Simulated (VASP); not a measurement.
Here is the system:

```
In
1.0
   -1.59625     1.59625     2.41038
    1.59625    -1.59625     2.41038
    1.59625     1.59625    -2.41038
In
1
Direct
  0.00000   0.00000   0.00000
```

Calculation: LDA (Ceperley-Alder, Perdew-Zunger), VASP's LDA PAW potentials (set 64) (plane waves; VASP). Run with 520 eV cut-off, Gaussian smearing of 0.050 eV, potentials In_d.

Q: Give the energies of bands 6 to 9 at the high-symmetry points, in eV from the Fermi level.

A: 
```csv
band,Γ,X,P,N,M,S,R
6,-10.03,-2.19,-1.20,-4.41,-2.87,-2.49,-1.58
7,10.98,-1.64,-0.14,-3.65,-2.85,-1.31,-0.39
8,10.98,3.63,-0.14,7.91,4.75,-0.58,0.10
9,11.15,4.01,1.72,9.43,4.75,6.26,1.34
```

It has no gap at this level: it comes out as a metal or semimetal.

The compound is In in the bct structure. It was relaxed first, which changed the volume by -6 %.
